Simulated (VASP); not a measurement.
# WS2 (Tungstenite): lattice, stiffness and zone-centre modes, part 2 of 2

What lattice, stiffness and vibrations does WS2 (Tungstenite) have at one level of theory? The starting structure is a measured crystal structure from the Crystallography Open Database. All runs use PBEsol + D3(BJ).

VASP 6.6.1.

So far. Step 2 (Relaxation): The relaxed cell holds 16.453 Å³ an atom, with a = 3.111 Å (-1.3 % against the database cell) and c = 11.776 Å (-4.4 % against the database cell). Pressures at 0.985 and 1.015 times this volume, from two more relaxations that aren't shown, give a bulk modulus of 71.1 GPa. Step 3 (Elastic constants): The elastic tensor has C11 = 280.4, C12 = 57.1, C44 = 35.2 GPa, among others; its Hill averages are a bulk modulus of 82.9 and a shear modulus of 64.6 GPa.

### Step 4. Modes of the relaxed cell

Level of this step: PBEsol with D3(BJ); plane waves and PAW (W, S) (VASP).

File INCAR:

```
SYSTEM = WS2
PREC = Accurate
ENCUT = 500
EDIFF = 1E-08
NELM = 100
ISMEAR = 0
SIGMA = 0.03
LREAL = .FALSE.
ALGO = Normal
GGA = PS
IVDW = 12
NBANDS = 24
LASPH = .TRUE.
LORBIT = 11
LWAVE = .FALSE.
LCHARG = .FALSE.
KPAR = 8
IBRION = 6
LEPSILON = .TRUE.
LPEAD = .TRUE.
ISIF = 2
NFREE = 2
POTIM = 0.015
NSW = 1
```

File POSCAR:

```
WS2
1.0
    3.1113113498      0.0000000000      0.0000000000
   -1.5556556749      2.6944746680      0.0000000000
    0.0000000000      0.0000000000     11.7755833792
W S
2 4
Direct
    0.6666666667      0.3333333333      0.7500000000
    0.3333333333      0.6666666667      0.2500000000
    0.6666666667      0.3333333333      0.3835709273
    0.3333333333      0.6666666667      0.8835709273
    0.6666666667      0.3333333333      0.1164290727
    0.3333333333      0.6666666667      0.6164290727
```

File KPOINTS:

```
Automatic mesh
0
Gamma
12 12 4
0 0 0
```

Potentials, in the order of the species: W and S (PBE family, release 64).

Started as:

```sh
> mpirun -np 8 vasp_std
```

What it wrote:

```text
[... set-up lines as in an earlier step ...]
 entering main loop
       N       E                     dE             d eps       ncg     rms          rms(c)
DAV:   1     0.180426796936E+03    0.18043E+03   -0.16071E+04  2736   0.130E+03
DAV:   2    -0.378876926682E+02   -0.21831E+03   -0.20961E+03  3640   0.286E+02
DAV:   3    -0.527803650037E+02   -0.14893E+02   -0.14779E+02  3696   0.705E+01
DAV:   4    -0.531025299783E+02   -0.32216E+00   -0.32137E+00  3728   0.117E+01
[...]
DAV:  15    -0.505658818577E+02   -0.18880E-06   -0.35379E-07  3552   0.338E-03    0.487E-03
DAV:  16    -0.505658819095E+02   -0.51759E-07   -0.24754E-08  2856   0.892E-04    0.201E-03
DAV:  17    -0.505658819173E+02   -0.77839E-08   -0.14589E-08  2408   0.686E-04
 Linear response reoptimize wavefunctions to high precision
DAV:   1    -0.505658819256E+02    0.25023E+01   -0.56345E-09  3112   0.325E-04
DAV:   2    -0.505658819257E+02   -0.10277E-09   -0.27944E-10  2232   0.111E-04
DAV:   3    -0.505658819257E+02    0.47294E-10   -0.58475E-11  2168   0.419E-05
 Linear response to external field, progress :
[...]
RMM:   4    -0.195086971740E+01    0.25629E-01   -0.85750E-02  4749   0.985E-01    0.129E+00
[...]
RMM:  17    -0.199169178121E+01    0.55448E-05    0.27997E-05  3021   0.587E-04    0.173E-05
RMM:  18    -0.199169377818E+01   -0.19970E-05   -0.12722E-05  2970   0.587E-04    0.164E-05
RMM:  19    -0.199169267181E+01    0.11064E-05    0.98003E-06  2926   0.586E-04    0.154E-05
 change of polarisation eV/A/(eV/A) component  3 :    -0.018     0.066     3.802
 dielectric tensor                  component  3 :    -0.033     0.120     7.969
 Born effective charges drift removed
   1 F= -.53068218E+02 E0= -.53068218E+02  d E =-.515943E-16
[... from here on, the cycles between the ionic steps are left out ...]
   2 F= -.53065626E+02 E0= -.53065626E+02  d E =-.303558E-14
   3 F= -.53065626E+02 E0= -.53065626E+02  d E =-.151505E-13
   4 F= -.53064310E+02 E0= -.53064310E+02  d E =-.581396E-13
   5 F= -.53064310E+02 E0= -.53064310E+02  d E =-.108830E-12
   6 F= -.53066958E+02 E0= -.53066958E+02  d E =-.302835E-12
   7 F= -.53066958E+02 E0= -.53066958E+02  d E =-.796422E-13
   8 F= -.53066021E+02 E0= -.53066021E+02  d E =-.321590E-11
   9 F= -.53065957E+02 E0= -.53065957E+02  d E =-.167267E-12
 Finite differences progress:
  Degree of freedom:   4/  4
  Displacement:        2/  2
  Total:               8/  8
```

Wall time 3.8 min (8 MPI ranks of Intel Xeon 6975P-C (Granite Rapids), shared host); peak memory 8.6 GiB.

From OUTCAR (step 4):

```text
 MACROSCOPIC STATIC DIELECTRIC TENSOR (including local field effects in DFT)
 ------------------------------------------------------
          14.433178     0.000000    -0.000000
          -0.000000    14.433178     0.000000
           0.000000     0.000000     7.969058
 ------------------------------------------------------

 Edisp (eV)   -2.50257

 Edisp (eV)   -2.50210

  Total       0.18714     0.18714     0.44946     0.00000     0.00000     0.00000
  in kB       3.03729     3.03729     7.29465     0.00000     0.00000     0.00000
  external pressure =        4.46 kB  Pullay stress =        0.00 kB

 POSITION                                       TOTAL-FORCE (eV/Angst)
 -----------------------------------------------------------------------------------
      1.55566      0.89816      8.83169         0.000000     -0.000000     -0.001607
     -0.00000      1.79632      2.94390         0.000000     -0.000000     -0.261253
      1.55566      0.89816      4.50177         0.000000      0.000000      0.303300
     -0.00000      1.79632     10.40456        -0.000000     -0.000000      0.000773
      1.55566      0.89816      1.37102        -0.000000     -0.000000     -0.031818
     -0.00000      1.79632      7.25881         0.000000      0.000000     -0.009394
 -----------------------------------------------------------------------------------
    total drift:                                0.000000      0.000000      0.000134

 MACROSCOPIC STATIC DIELECTRIC TENSOR IONIC CONTRIBUTION
 ------------------------------------------------------
           0.084235    -0.000000    -0.000000
          -0.000000     0.084235    -0.000000
          -0.000000    -0.000000     0.049474
 ------------------------------------------------------

[... 1 part as in an earlier step ...]

[... 1 further part left out ...]
```

The zone-centre modes at 16.453 Å³ an atom are B1g (2) 451.2, A2u 443.7, A1g 435.5, B2u 425.0, E1g 305.6, E2u 300.8, B1g (1) 63.8, E2g 37.6 cm⁻¹.

### Step 5. Modes at 0.97 of that volume

Shape and positions were first relaxed at this volume, in a run that isn't shown.

INCAR is that of step 4.

File POSCAR:

```
WS2
1.0
    3.0926327362      0.0000000000      0.0000000000
   -1.5463163681      2.6782985141      0.0000000000
    0.0000000000      0.0000000000     11.5607075580
W S
2 4
Direct
    0.6666666667      0.3333333333      0.7500000000
    0.3333333333      0.6666666667      0.2500000000
    0.6666666667      0.3333333333      0.3862773888
    0.3333333333      0.6666666667      0.8862773888
    0.6666666667      0.3333333333      0.1137226112
    0.3333333333      0.6666666667      0.6137226112
```

KPOINTS is that of step 4.

Started as:

```sh
> mpirun -np 8 vasp_std
```

What it wrote:

```text
[... set-up lines as in an earlier step ...]
 entering main loop
       N       E                     dE             d eps       ncg     rms          rms(c)
DAV:   1     0.182048639893E+03    0.18205E+03   -0.16286E+04  2736   0.131E+03
DAV:   2    -0.383136963278E+02   -0.22036E+03   -0.21207E+03  3720   0.290E+02
DAV:   3    -0.526424267730E+02   -0.14329E+02   -0.14214E+02  3696   0.698E+01
DAV:   4    -0.529386612095E+02   -0.29623E+00   -0.29545E+00  3656   0.114E+01
[...]
DAV:  16    -0.504606742853E+02   -0.67378E-07   -0.15521E-08  2584   0.738E-04    0.198E-03
DAV:  17    -0.504606743020E+02   -0.16678E-07   -0.11251E-08  2376   0.600E-04    0.109E-03
DAV:  18    -0.504606743063E+02   -0.43660E-08   -0.27335E-09  2288   0.306E-04
 Linear response reoptimize wavefunctions to high precision
DAV:   1    -0.504606743056E+02    0.25845E+01   -0.58314E-10  2360   0.163E-04
DAV:   2    -0.504606743056E+02   -0.38654E-10   -0.18731E-10  2224   0.747E-05
 Linear response to external field, progress :
  Direction:   1
[...]
RMM:   4    -0.213183052816E+01    0.15823E-01   -0.68406E-02  4703   0.952E-01    0.141E+00
[...]
RMM:  13    -0.217257179729E+01    0.19238E-05    0.14492E-04  4989   0.101E-03    0.841E-05
RMM:  14    -0.217257339403E+01   -0.15967E-05    0.13257E-04  3893   0.954E-04    0.300E-05
RMM:  15    -0.217257296785E+01    0.42618E-06    0.13583E-04  3723   0.949E-04    0.987E-06
 change of polarisation eV/A/(eV/A) component  3 :    -0.024     0.084     4.163
 dielectric tensor                  component  3 :    -0.046     0.158     8.868
 Born effective charges drift removed
   1 F= -.53045174E+02 E0= -.53045174E+02  d E =-.156932E-16
[... from here on, the cycles between the ionic steps are left out ...]
   2 F= -.53042533E+02 E0= -.53042533E+02  d E =-.377902E-14
   3 F= -.53042533E+02 E0= -.53042533E+02  d E =-.346825E-14
   4 F= -.53041182E+02 E0= -.53041182E+02  d E =-.505329E-14
   5 F= -.53041182E+02 E0= -.53041182E+02  d E =-.505155E-14
   6 F= -.53043888E+02 E0= -.53043888E+02  d E =-.212728E-14
   7 F= -.53043888E+02 E0= -.53043888E+02  d E =-.212951E-14
   8 F= -.53042919E+02 E0= -.53042919E+02  d E =-.158166E-14
   9 F= -.53042850E+02 E0= -.53042850E+02  d E =-.133062E-14
 Finite differences progress:
  Degree of freedom:   4/  4
  Displacement:        2/  2
  Total:               8/  8
```

The job ended after 3.6 min (8 MPI ranks; peak memory 8.4 GiB; 28 min of CPU time).

From OUTCAR (step 5):

```text
 MACROSCOPIC STATIC DIELECTRIC TENSOR (including local field effects in DFT)
 ------------------------------------------------------
          14.747750     0.000000     0.000000
           0.000000    14.747750     0.000000
           0.000000    -0.000000     8.867562
 ------------------------------------------------------

 Edisp (eV)   -2.58472

 Edisp (eV)   -2.58429

  Total       1.69623     1.69623     1.94290     0.00000     0.00000     0.00000
  in kB      28.38080    28.38080    32.50793     0.00000     0.00000     0.00000
  external pressure =       29.76 kB  Pullay stress =        0.00 kB

 POSITION                                       TOTAL-FORCE (eV/Angst)
 -----------------------------------------------------------------------------------
      1.54632      0.89277      8.67053        -0.000000     -0.000000     -0.002506
     -0.00000      1.78553      2.89018         0.000000     -0.000000     -0.265233
      1.54632      0.89277      4.45064         0.000000     -0.000000      0.311798
     -0.00000      1.78553     10.24599         0.000000     -0.000000      0.000832
      1.54632      0.89277      1.31471        -0.000000      0.000000     -0.032184
     -0.00000      1.78553      7.09507        -0.000000     -0.000000     -0.012708
 -----------------------------------------------------------------------------------
    total drift:                               -0.000000     -0.000000      0.000023

 MACROSCOPIC STATIC DIELECTRIC TENSOR IONIC CONTRIBUTION
 ------------------------------------------------------
           0.092863    -0.000000     0.000000
          -0.000000     0.092863     0.000000
           0.000000     0.000000     0.062325
 ------------------------------------------------------

[... 1 part as in an earlier step ...]

[... 1 further part left out ...]
```

The zone-centre modes at 15.960 Å³ an atom are B1g (2) 457.7, A2u 447.8, A1g 443.0, B2u 428.5, E1g 309.8, E2u 303.3, B1g (1) 75.9, E2g 43.6 cm⁻¹.

### Step 6. Modes at 1.03 of that volume

Shape and positions were first relaxed at this volume, in a run that isn't shown.

INCAR is that of step 5.

File POSCAR:

```
WS2
1.0
    3.1260436837      0.0000000000      0.0000000000
   -1.5630218418      2.7072332434      0.0000000000
    0.0000000000      0.0000000000     12.0147992261
W S
2 4
Direct
    0.6666666667      0.3333333333      0.7500000000
    0.3333333333      0.6666666667      0.2500000000
    0.6666666667      0.3333333333      0.3807391459
    0.3333333333      0.6666666667      0.8807391459
    0.6666666667      0.3333333333      0.1192608541
    0.3333333333      0.6666666667      0.6192608541
```

KPOINTS is that of step 5.

Started as:

```sh
> mpirun -np 8 vasp_std
```

What it wrote:

```text
[... set-up lines as in an earlier step ...]
 entering main loop
       N       E                     dE             d eps       ncg     rms          rms(c)
DAV:   1     0.183185365691E+03    0.18319E+03   -0.16148E+04  2736   0.130E+03
DAV:   2    -0.380576177015E+02   -0.22124E+03   -0.21212E+03  3608   0.285E+02
DAV:   3    -0.529171307964E+02   -0.14860E+02   -0.14740E+02  3704   0.700E+01
DAV:   4    -0.532112167417E+02   -0.29409E+00   -0.29345E+00  3616   0.111E+01
[...]
DAV:  17    -0.506274628590E+02    0.13304E-07   -0.19805E-08  2696   0.794E-04    0.118E-03
DAV:  18    -0.506274628714E+02   -0.12378E-07   -0.33082E-09  2240   0.311E-04    0.579E-04
DAV:  19    -0.506274628708E+02    0.65711E-09   -0.51357E-10  2136   0.155E-04
 Linear response reoptimize wavefunctions to high precision
DAV:   1    -0.506274628743E+02    0.24241E+01   -0.38166E-10  2216   0.125E-04
DAV:   2    -0.506274628744E+02   -0.40018E-10   -0.89996E-11  2112   0.795E-05
 Linear response to external field, progress :
  Direction:   1
[...]
RMM:   4    -0.178067202670E+01    0.32335E-01   -0.96989E-02  4778   0.102E+00    0.117E+00
[...]
RMM:  14    -0.182198944374E+01   -0.20602E-05    0.16235E-06  4433   0.312E-04    0.302E-05
RMM:  15    -0.182198944716E+01   -0.34181E-08    0.38940E-06  3408   0.279E-04    0.147E-05
RMM:  16    -0.182198938315E+01    0.64007E-07    0.52599E-06  3086   0.276E-04    0.264E-06
 change of polarisation eV/A/(eV/A) component  3 :    -0.013     0.052     3.463
 dielectric tensor                  component  3 :    -0.022     0.093     7.164
 Born effective charges drift removed
   1 F= -.53051551E+02 E0= -.53051551E+02  d E =-.651450E-11
[... from here on, the cycles between the ionic steps are left out ...]
   2 F= -.53049000E+02 E0= -.53049000E+02  d E =-.500448E-12
   3 F= -.53049000E+02 E0= -.53049000E+02  d E =-.126001E-12
   4 F= -.53047708E+02 E0= -.53047708E+02  d E =-.569353E-11
   5 F= -.53047708E+02 E0= -.53047708E+02  d E =-.570360E-11
   6 F= -.53050313E+02 E0= -.53050313E+02  d E =-.645391E-12
   7 F= -.53050313E+02 E0= -.53050313E+02  d E =-.517634E-12
   8 F= -.53049390E+02 E0= -.53049390E+02  d E =-.597486E-12
   9 F= -.53049357E+02 E0= -.53049357E+02  d E =-.318847E-20
 Finite differences progress:
  Degree of freedom:   4/  4
  Displacement:        2/  2
  Total:               8/  8
```

Elapsed: 3.9 min, on 8 MPI ranks; peak memory 8.7 GiB; 31 min of CPU time.

From OUTCAR (step 6):

```text
 MACROSCOPIC STATIC DIELECTRIC TENSOR (including local field effects in DFT)
 ------------------------------------------------------
          14.118686     0.000000     0.000000
           0.000000    14.118686     0.000000
          -0.000000     0.000000     7.163516
 ------------------------------------------------------

 Edisp (eV)   -2.42434

 Edisp (eV)   -2.42384

  Total      -0.95644    -0.95644    -0.68835    -0.00000     0.00000     0.00000
  in kB     -15.07060   -15.07060   -10.84630    -0.00000     0.00000     0.00000
  external pressure =      -13.66 kB  Pullay stress =        0.00 kB

 POSITION                                       TOTAL-FORCE (eV/Angst)
 -----------------------------------------------------------------------------------
      1.56302      0.90241      9.01110         0.000000     -0.000000     -0.000806
     -0.00000      1.80482      3.00370         0.000000     -0.000000     -0.258293
      1.56302      0.90241      4.55950         0.000000     -0.000000      0.295380
     -0.00000      1.80482     10.58190         0.000000      0.000000     -0.000147
      1.56302      0.90241      1.43290        -0.000000     -0.000000     -0.030626
     -0.00000      1.80482      7.44029        -0.000000     -0.000000     -0.005508
 -----------------------------------------------------------------------------------
    total drift:                               -0.000000     -0.000000      0.000043

 MACROSCOPIC STATIC DIELECTRIC TENSOR IONIC CONTRIBUTION
 ------------------------------------------------------
           0.077572     0.000000     0.000000
           0.000000     0.077572     0.000000
           0.000000     0.000000     0.036994
 ------------------------------------------------------

[... 1 part as in an earlier step ...]

[... 1 further part left out ...]
```

The symmetry labels of these modes could not be matched to those of the other runs. Unlabelled, the frequencies, but for the three nearest zero, run from 31.6 to 445.7 cm⁻¹.

### Step 7. Comparison

```
                         run  volume (Å³/atom)  B1g (2)    A2u    A1g    B2u    E1g    E2u  B1g (1)   E2g  core minutes
                  relaxation            16.453        -      -      -      -      -      -        -     -          1.07
           elastic constants            16.453        -      -      -      -      -      -        -     -          46.0
   modes of the relaxed cell            16.453    451.2  443.7  435.5  425.0  305.6  300.8     63.8  37.6          30.7
modes at 0.97 of that volume             15.96    457.7  447.8  443.0  428.5  309.8  303.3     75.9  43.6          29.1
modes at 1.03 of that volume            16.947        -      -      -      -      -      -        -     -          31.2
```

Modes are in cm⁻¹, degenerate ones as one, matched by symmetry and order. A number in brackets counts the listed modes of one symmetry from the lowest. The symmetry labels come from an automatic analysis and can be wrong where levels nearly coincide. Levels within 1 cm⁻¹ of another in the first mode run are left out, since their labels are uncertain. Core minutes are wall time times ranks of the run shown, on a shared host.

### Step 8. Results

```
relaxed volume                : 16.45 Å³/atom
bulk modulus from two volumes : 71.1 GPa
Hill shear modulus            : 64.6 GPa
mode B1g (2)                  : 451.2 cm⁻¹
mode A2u                      : 443.7 cm⁻¹
mode A1g                      : 435.5 cm⁻¹
mode B2u                      : 425.0 cm⁻¹
mode E1g                      : 305.6 cm⁻¹
mode E2u                      : 300.8 cm⁻¹
mode B1g (1)                  : 63.8 cm⁻¹
mode E2g                      : 37.6 cm⁻¹
```

In words: At the PBEsol + D3(BJ) level WS2 (Tungstenite) relaxes to 16.45 Å³ an atom. The bulk modulus is 71.1 GPa from the pressures at two volumes and 82.9 GPa as the Hill average of the elastic tensor; in a crystal this anisotropic the average lies above the modulus under even pressure, since it is the mean of an upper and a lower bound. The dielectric constants and Born charges in the logs aren't compared here; at a small gap they can be far off, and in a run without a gap they mean nothing. The frequencies are harmonic, and the splitting of polar modes by their long-range field is left out. All values are for a static lattice. Further runs on this material are not shown.

[Lines on the potential files, build, host, timing and source positions are cut from VASP's logs without a mark.]

[Logs are printed without paths, hosts, clocks, repeated set-up lines and the standing remarks that a program may print on its own settings, such as how far it seeks lower states.]

[Hosts, paths, dates, database ids (printed as entryN), source tags and the programs' standing remarks are cut or masked in the printed files.]
